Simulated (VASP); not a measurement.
# Bi2Pd (Froodite): structure and properties in VASP, part 6 of 6

Aim: relax Bi2Pd (Froodite), then compute properties on the relaxed cell. The start is a cell from a database of measured crystal structures.

VASP 6.6.1; PBEsol; plane waves and PAW (Bi_d, Pd).

Still holding for the runs below: The k-mesh is coarse for a metal.

So far. Step 9 (Volume scan with PBEsol, volume scale 0.96): The run ends at a pressure of 4.11 GPa, with forces up to 0.28 eV/Å.

### 10. Volume scan with PBEsol, volume scale 0.98

Input file INCAR:

```
SYSTEM = Bi2Pd
PREC = Accurate
ENCUT = 400
EDIFF = 1E-06
NELM = 100
ISMEAR = 1
SIGMA = 0.2
LREAL = .FALSE.
ALGO = Normal
GGA = PS
NBANDS = 49
LASPH = .TRUE.
LORBIT = 11
LWAVE = .FALSE.
LCHARG = .FALSE.
KPAR = 4
ISIF = 2
```

Input file POSCAR:

```
Bi2Pd
1.0
    0.0000000000      4.2129934942      0.0000000000
   -1.2632245744      0.0000000000      5.4721303315
    6.3297624906     -2.1064967471     -0.0425702605
Bi Pd
4 2
Direct
    0.1563973809      0.3126895134      0.3127947619
    0.8436026191      0.6873104866      0.6872052381
    0.5737602750      0.7921465577      0.1475205500
    0.4262397250      0.2078534423      0.8524794500
    0.2242658676      0.8304505870      0.4485317351
    0.7757341324      0.1695494130      0.5514682649
```

Input file KPOINTS:

```
Automatic mesh
0
Gamma
7 5 7
0 0 0
```

The projector-augmented-wave data sets are Bi_d and Pd (PBE family, release 64).

Launch:

```
> mpirun -np 4 vasp_std
```

The program printed:

```text
[... set-up lines as in an earlier step ...]
 entering main loop
       N       E                     dE             d eps       ncg     rms          rms(c)
DAV:   1     0.893372397735E+03    0.89337E+03   -0.34654E+04  7080   0.174E+03
DAV:   2     0.770695910043E+02   -0.81630E+03   -0.79119E+03  7072   0.519E+02
DAV:   3    -0.262846452977E+02   -0.10335E+03   -0.99074E+02  8105   0.196E+02
DAV:   4    -0.310200143141E+02   -0.47354E+01   -0.46911E+01  8012   0.440E+01
[...]
DAV:  11    -0.307058802524E+02   -0.37057E-05   -0.26994E-04  8916   0.863E-02    0.980E-03
DAV:  12    -0.307058803459E+02   -0.93483E-07   -0.25654E-05  9350   0.442E-02    0.650E-03
DAV:  13    -0.307058793629E+02    0.98304E-06   -0.16248E-06  4019   0.107E-02
   1 F= -.30705879E+02 E0= -.30707283E+02  d E =0.421101E-02
```

The job ended after 40 s (4 MPI ranks of Intel Xeon 6975P-C (Granite Rapids), shared host; peak memory 1.6 GiB; 2.5 min of CPU time).

From OUTCAR (step 10):

```text
  Total        1.6801041      1.7690335      1.7956551      0.0000000      0.0000000     -0.0286142
  in kB       18.4751053     19.4530093     19.7457510      0.0000000      0.0000000     -0.3146534
  external PRESSURE =      19.2246219 kB  Pullay stress =       0.0000000 kB

 POSITION                                       TOTAL-FORCE (eV/Angst)
 -----------------------------------------------------------------------------------
      1.58492     -0.00000      1.69776        -0.121716      0.000000      0.001620
      3.48162      2.10650      3.73180         0.121716      0.000000     -0.001620
     -0.06689      2.10650      4.32845        -0.123687      0.000000     -0.055199
      5.13343      0.00000      1.10111         0.123687      0.000000      0.055199
      1.79005      0.00000      4.52524        -0.010772     -0.000000     -0.023140
      3.27648      2.10650      0.90432         0.010772      0.000000      0.023140
 -----------------------------------------------------------------------------------
    total drift:                               -0.000000      0.000000     -0.000000

  FREE ENERGIE OF THE ION-ELECTRON SYSTEM (eV)
  ---------------------------------------------------
  free  energy   TOTEN  =       -30.7058793629 eV

  energy  without entropy=      -30.7100903690  energy(sigma->0) =      -30.70728303

[... 1 part as in an earlier step ...]

[... 2 further parts left out ...]
[key lines of the parts left out:]
E-fermi :   8.8684
```

The pressure falls from 4.11 to 1.92 GPa.

The run ends at a pressure of 1.92 GPa, with forces up to 0.14 eV/Å.

### 11. Volume scan with PBEsol, volume scale 1

INCAR is that of step 10.

Changes to POSCAR since step 10:

```diff
@@ -2,5 +2,5 @@
 1.0
-    0.0000000000      4.2129934942      0.0000000000
-   -1.2632245744      0.0000000000      5.4721303315
-    6.3297624906     -2.1064967471     -0.0425702605
+    0.0000000000      4.2414605300      0.0000000000
+   -1.2717601345      0.0000000000      5.5091053067
+    6.3725324535     -2.1207302650     -0.0428579061
 Bi Pd
```

KPOINTS is that of step 10.

Launch:

```
> mpirun -np 4 vasp_std
```

The program printed:

```text
[... set-up lines as in an earlier step ...]
 entering main loop
       N       E                     dE             d eps       ncg     rms          rms(c)
DAV:   1     0.893749797330E+03    0.89375E+03   -0.34707E+04  7072   0.173E+03
DAV:   2     0.773494578440E+02   -0.81640E+03   -0.79177E+03  7072   0.517E+02
DAV:   3    -0.262589263472E+02   -0.10361E+03   -0.99246E+02  8064   0.196E+02
DAV:   4    -0.310365183366E+02   -0.47776E+01   -0.47359E+01  7969   0.441E+01
[...]
DAV:  11    -0.307272573808E+02   -0.57824E-05   -0.26921E-04  9082   0.842E-02    0.999E-03
DAV:  12    -0.307272574604E+02   -0.79641E-07   -0.23379E-05  9203   0.453E-02    0.629E-03
DAV:  13    -0.307272565319E+02    0.92853E-06   -0.16865E-06  4012   0.109E-02
   1 F= -.30727257E+02 E0= -.30728737E+02  d E =0.444006E-02
```

Wall time 40 s (4 MPI ranks); peak memory 1.6 GiB; 2.5 min of CPU time.

From OUTCAR (step 11):

```text
  Total       -0.0058136     -0.0242171      0.0013412      0.0000000      0.0000000     -0.0215549
  in kB       -0.0626505     -0.2609746      0.0144531      0.0000000      0.0000000     -0.2322859
  external PRESSURE =      -0.1030573 kB  Pullay stress =       0.0000000 kB

 POSITION                                       TOTAL-FORCE (eV/Angst)
 -----------------------------------------------------------------------------------
      1.59563     -0.00000      1.70923         0.003058     -0.000000     -0.003026
      3.50514      2.12073      3.75701        -0.003058      0.000000      0.003026
     -0.06734      2.12073      4.35770        -0.008505      0.000000      0.003348
      5.16811      0.00000      1.10855         0.008505      0.000000     -0.003348
      1.80215      0.00000      4.55582         0.007121     -0.000000     -0.004888
      3.29862      2.12073      0.91043        -0.007121      0.000000      0.004888
 -----------------------------------------------------------------------------------
    total drift:                               -0.000000      0.000000     -0.000000

  FREE ENERGIE OF THE ION-ELECTRON SYSTEM (eV)
  ---------------------------------------------------
  free  energy   TOTEN  =       -30.7272565319 eV

  energy  without entropy=      -30.7316965960  energy(sigma->0) =      -30.72873655

[... 2 parts as in an earlier step ...]

[... 1 further part left out ...]
[key lines of the parts left out:]
E-fermi :   8.5787
```

The pressure falls from 1.92 to -0.01 GPa.

The run ends at a pressure of -0.01 GPa, with forces up to 0.0091 eV/Å.

### 12. Volume scan with PBEsol, volume scale 1.02

INCAR is that of step 11.

Changes to POSCAR since step 11:

```diff
@@ -2,5 +2,5 @@
 1.0
-    0.0000000000      4.2414605300      0.0000000000
-   -1.2717601345      0.0000000000      5.5091053067
-    6.3725324535     -2.1207302650     -0.0428579061
+    0.0000000000      4.2695504912      0.0000000000
+   -1.2801826325      0.0000000000      5.5455905111
+    6.4147358851     -2.1347752456     -0.0431417416
 Bi Pd
```

KPOINTS is that of step 11.

Launch:

```
> mpirun -np 4 vasp_std
```

The program printed:

```text
[... set-up lines as in an earlier step ...]
 entering main loop
       N       E                     dE             d eps       ncg     rms          rms(c)
DAV:   1     0.888294550397E+03    0.88829E+03   -0.34707E+04  7088   0.171E+03
DAV:   2     0.766533622568E+02   -0.81164E+03   -0.78646E+03  7064   0.515E+02
DAV:   3    -0.262590695605E+02   -0.10291E+03   -0.98399E+02  8077   0.195E+02
DAV:   4    -0.310236411495E+02   -0.47646E+01   -0.47210E+01  7976   0.438E+01
[...]
DAV:  11    -0.307147180160E+02   -0.72439E-05   -0.26016E-04  9253   0.819E-02    0.979E-03
DAV:  12    -0.307147181414E+02   -0.12539E-06   -0.22002E-05  9016   0.459E-02    0.603E-03
DAV:  13    -0.307147172417E+02    0.89973E-06   -0.17361E-06  4064   0.109E-02
   1 F= -.30714717E+02 E0= -.30716234E+02  d E =0.455167E-02
```

Run time: 37 s. Hardware: 4 MPI ranks; peak memory 1.6 GiB.

OUTCAR, selected parts (step 12):

```text
  Total       -1.5646880     -1.6809178     -1.6551155      0.0000000      0.0000000     -0.0152637
  in kB      -16.5312000    -17.7591884    -17.4865829      0.0000000      0.0000000     -0.1612639
  external PRESSURE =     -17.2589904 kB  Pullay stress =       0.0000000 kB

 POSITION                                       TOTAL-FORCE (eV/Angst)
 -----------------------------------------------------------------------------------
      1.60620     -0.00000      1.72055         0.116490     -0.000000     -0.007125
      3.52836      2.13478      3.78190        -0.116490      0.000000      0.007125
     -0.06779      2.13478      4.38656         0.095508     -0.000000      0.055896
      5.20234      0.00000      1.11589        -0.095508      0.000000     -0.055896
      1.81408      0.00000      4.58599         0.023790      0.000000      0.010897
      3.32047      2.13478      0.91646        -0.023790     -0.000000     -0.010897
 -----------------------------------------------------------------------------------
    total drift:                               -0.000000      0.000000     -0.000000

  FREE ENERGIE OF THE ION-ELECTRON SYSTEM (eV)
  ---------------------------------------------------
  free  energy   TOTEN  =       -30.7147172417 eV

  energy  without entropy=      -30.7192689110  energy(sigma->0) =      -30.71623446

[... 1 part as in an earlier step ...]

[... 2 further parts left out ...]
[key lines of the parts left out:]
E-fermi :   8.3017
```

The pressure falls from -0.01 to -1.73 GPa.

The run ends at a pressure of -1.73 GPa, with forces up to 0.12 eV/Å.

### 13. Volume scan with PBEsol, volume scale 1.04

INCAR is that of step 12.

Changes to POSCAR since step 12:

```diff
@@ -2,5 +2,5 @@
 1.0
-    0.0000000000      4.2695504912      0.0000000000
-   -1.2801826325      0.0000000000      5.5455905111
-    6.4147358851     -2.1347752456     -0.0431417416
+    0.0000000000      4.2972756219      0.0000000000
+   -1.2884957397      0.0000000000      5.5816018481
+    6.4563911814     -2.1486378110     -0.0434218906
 Bi Pd
```

KPOINTS is that of step 12.

Launch:

```
> mpirun -np 4 vasp_std
```

The program printed:

```text
[... set-up lines as in an earlier step ...]
 entering main loop
       N       E                     dE             d eps       ncg     rms          rms(c)
DAV:   1     0.882512410457E+03    0.88251E+03   -0.34742E+04  7088   0.170E+03
DAV:   2     0.755903376975E+02   -0.80692E+03   -0.78267E+03  7096   0.510E+02
DAV:   3    -0.262709052107E+02   -0.10186E+03   -0.97539E+02  8063   0.194E+02
DAV:   4    -0.309817897656E+02   -0.47109E+01   -0.46648E+01  7960   0.437E+01
[...]
DAV:  11    -0.306721170725E+02   -0.92318E-05   -0.25341E-04  9302   0.794E-02    0.967E-03
DAV:  12    -0.306721173454E+02   -0.27292E-06   -0.20244E-05  8907   0.453E-02    0.560E-03
DAV:  13    -0.306721164690E+02    0.87647E-06   -0.18187E-06  4164   0.107E-02
   1 F= -.30672116E+02 E0= -.30673637E+02  d E =0.456150E-02
```

Wall time 36 s (4 MPI ranks); peak memory 1.6 GiB.

From OUTCAR (step 13):

```text
  Total       -3.0049398     -3.2118880     -3.1848109      0.0000000      0.0000000     -0.0079880
  in kB      -31.1371779    -33.2815739    -33.0010019      0.0000000      0.0000000     -0.0827717
  external PRESSURE =     -32.4732512 kB  Pullay stress =       0.0000000 kB

 POSITION                                       TOTAL-FORCE (eV/Angst)
 -----------------------------------------------------------------------------------
      1.61663     -0.00000      1.73173         0.220324     -0.000000     -0.010303
      3.55127      2.14864      3.80645        -0.220324      0.000000      0.010303
     -0.06823      2.14864      4.41504         0.189876     -0.000000      0.103300
      5.23612     -0.00000      1.12314        -0.189876      0.000000     -0.103300
      1.82586      0.00000      4.61577         0.037868     -0.000000      0.024820
      3.34203      2.14864      0.92241        -0.037868      0.000000     -0.024820
 -----------------------------------------------------------------------------------
    total drift:                               -0.000000      0.000000     -0.000000

  FREE ENERGIE OF THE ION-ELECTRON SYSTEM (eV)
  ---------------------------------------------------
  free  energy   TOTEN  =       -30.6721164690 eV

  energy  without entropy=      -30.6766779687  energy(sigma->0) =      -30.67363697

[... 1 part as in an earlier step ...]

[... 2 further parts left out ...]
[key lines of the parts left out:]
E-fermi :   8.0366
```

The pressure falls from -1.73 to -3.25 GPa.

The run ends at a pressure of -3.25 GPa, with forces up to 0.22 eV/Å.

### 14. Volume scan with PBEsol, volume scale 1.06

A prediction first. A parabola through the 6 pressures of evenly scaled cells so far, P = -0.02 -91.6 t +239 t² GPa with t = ln(V/V₁) and V₁ the volume at scale 1, gives -4.54 GPa at t = +0.0583.

INCAR is that of step 13.

Changes to POSCAR since step 13:

```diff
@@ -2,5 +2,5 @@
 1.0
-    0.0000000000      4.2972756219      0.0000000000
-   -1.2884957397      0.0000000000      5.5816018481
-    6.4563911814     -2.1486378110     -0.0434218906
+    0.0000000000      4.3246475422      0.0000000000
+   -1.2967029402      0.0000000000      5.6171544108
+    6.4975158009     -2.1623237711     -0.0436984706
 Bi Pd
```

KPOINTS is that of step 13.

Launch:

```
> mpirun -np 4 vasp_std
```

The program printed:

```text
[... set-up lines as in an earlier step ...]
 entering main loop
       N       E                     dE             d eps       ncg     rms          rms(c)
DAV:   1     0.880110482242E+03    0.88011E+03   -0.34783E+04  7074   0.169E+03
DAV:   2     0.747417328833E+02   -0.80537E+03   -0.78097E+03  7097   0.508E+02
DAV:   3    -0.262389878569E+02   -0.10098E+03   -0.96680E+02  8125   0.193E+02
DAV:   4    -0.309129620124E+02   -0.46740E+01   -0.46312E+01  7942   0.435E+01
[...]
DAV:  11    -0.306027643854E+02   -0.10645E-04   -0.24186E-04  9229   0.765E-02    0.958E-03
DAV:  12    -0.306027647519E+02   -0.36645E-06   -0.18398E-05  8667   0.424E-02    0.528E-03
DAV:  13    -0.306027638595E+02    0.89239E-06   -0.18163E-06  4221   0.104E-02
   1 F= -.30602764E+02 E0= -.30604258E+02  d E =0.448383E-02
```

Wall time 37 s (4 MPI ranks); peak memory 1.7 GiB; 2.3 min of CPU time.

OUTCAR, selected parts (step 14):

```text
  Total       -4.3374899     -4.6261131     -4.6016667      0.0000000      0.0000000     -0.0022918
  in kB      -44.0970380    -47.0313220    -46.7827879      0.0000000      0.0000000     -0.0232992
  external PRESSURE =     -45.9703826 kB  Pullay stress =       0.0000000 kB

 POSITION                                       TOTAL-FORCE (eV/Angst)
 -----------------------------------------------------------------------------------
      1.62692     -0.00000      1.74276         0.315404     -0.000000     -0.012970
      3.57389      2.16232      3.83070        -0.315404      0.000000      0.012970
     -0.06866      2.16232      4.44316         0.274833      0.000000      0.146116
      5.26947      0.00000      1.13029        -0.274833      0.000000     -0.146116
      1.83749      0.00000      4.64517         0.050044     -0.000000      0.036540
      3.36332      2.16232      0.92829        -0.050044      0.000000     -0.036540
 -----------------------------------------------------------------------------------
    total drift:                               -0.000000      0.000000     -0.000000

  FREE ENERGIE OF THE ION-ELECTRON SYSTEM (eV)
  ---------------------------------------------------
  free  energy   TOTEN  =       -30.6027638595 eV

  energy  without entropy=      -30.6072476910  energy(sigma->0) =      -30.60425847

[... 1 part as in an earlier step ...]

[... 2 further parts left out ...]
[key lines of the parts left out:]
E-fermi :   7.7826
```

The pressure falls from -3.25 to -4.60 GPa. The parabola predicted -4.54 GPa, +0.06 GPa off.

### 15. Side by side

Times are for 4 MPI ranks of Intel Xeon 6975P-C (Granite Rapids), shared host. Results by setting:

```
no.  volume scale  energy above the lowest point (meV/atom)  pressure (GPa)  time  memory (GiB)
  1          0.94                                     30.64           6.569  39 s           1.5
  2          0.96                                     13.51           4.114  39 s           1.5
  3          0.98                                      3.58           1.922  40 s           1.6
  4             1                                         0        -0.01031  40 s           1.6
  5          1.02                                      2.08          -1.726  37 s           1.6
  6          1.04                                      9.18          -3.247  36 s           1.6
  7          1.06                                     20.75          -4.597  37 s           1.7
```

### 16. Fit for PBEsol

This step: Birch-Murnaghan fit, PBEsol; plane waves and PAW (VASP 6.6.1).

This step runs nothing: it gathers the runs above.

Numbers from this step:

```
pressure derivative of the bulk modulus : 4.960
r.m.s. error of the fit                 : 1.81e-6 eV/atom
minimum inside the sampled range        : yes
bulk modulus                            : 90.28 GPa
equilibrium volume of the fit           : 24.83 Å³/atom
```

The energy above the fitted minimum by volume:

```
volume (Å³/atom)  energy above the fitted minimum (eV/atom)
           23.29                                     0.0307
           23.79                                     0.0135
           24.28                                    0.00361
           24.78                                     3.5e-5
           25.27                                    0.00212
           25.77                                    0.00922
           26.27                                     0.0208
```

The fitted volume lies +0.23 % from the relaxed one. At a finite cutoff and mesh the minimum of the energy and the zero of the stress don't quite coincide, and the relaxation stops at a threshold. The atoms bear forces along the scan, since they were held; freeing them would lower the modulus.

### 17. Results

| Item | Value |
| --- | --- |
| relaxed volume | 24.78 Å³/atom |
| relaxed conventional cell a, b, c | 12.745, 4.241, 5.654 Å; angles 90.0, 103.4, 90.0° |
| space group after relaxing, within 0.02 Å | C2/m (No. 12) |
| band gap | none, a metal |
| DOS at the Fermi level | 1.93 states/eV/cell |
| highest zone-centre mode | 172 cm⁻¹ |
| bulk modulus from the fit | 90.3 GPa |
| volume from the fit | 24.8 Å³/atom |

**Reading.** With PBEsol, Bi2Pd (Froodite) relaxes to 24.78 Å³/atom in space group C2/m (held by the symmetry of the run), comes out as a metal and has a bulk modulus of 90.3 GPa at fixed shape and positions, an upper bound. Against the listed cell the volume lies -0.7 % (a under 0.05 %, b -0.2 %, c -0.2 %). Bands along the symmetry lines (PBEsol): Of the bands kept, 3 cross the Fermi level on this path. Vibrations at Γ (PBEsol): The highest mode in this list at Γ, 171.7 cm⁻¹, is mostly motion of Pd (90 % of the kinetic energy). Spin-orbit coupling is left out, and with elements this heavy it would split and shift bands near the Fermi level. The k-sampling is coarse for a metal, so the Fermi level, pressures and the shape of the cell carry errors. Modes at Γ alone can't show that the crystal is stable at other wave vectors. No search among competing phases was made, and a listed structure need not be the one stable at ambient conditions. All values are for a static lattice at zero temperature.

[Lines on the potential files, build, host, timing and source positions are cut from VASP's logs without a mark.]

[Logs are printed without paths, hosts, clocks, repeated set-up lines and the standing remarks that a program may print on its own settings, such as how far it seeks lower states.]

[Hosts, paths, dates, database ids (printed as entryN), source tags and the programs' standing remarks are cut or masked in the printed files.]

[A measured line is paired with the nearest computed mode of its activity, which favours agreement.]
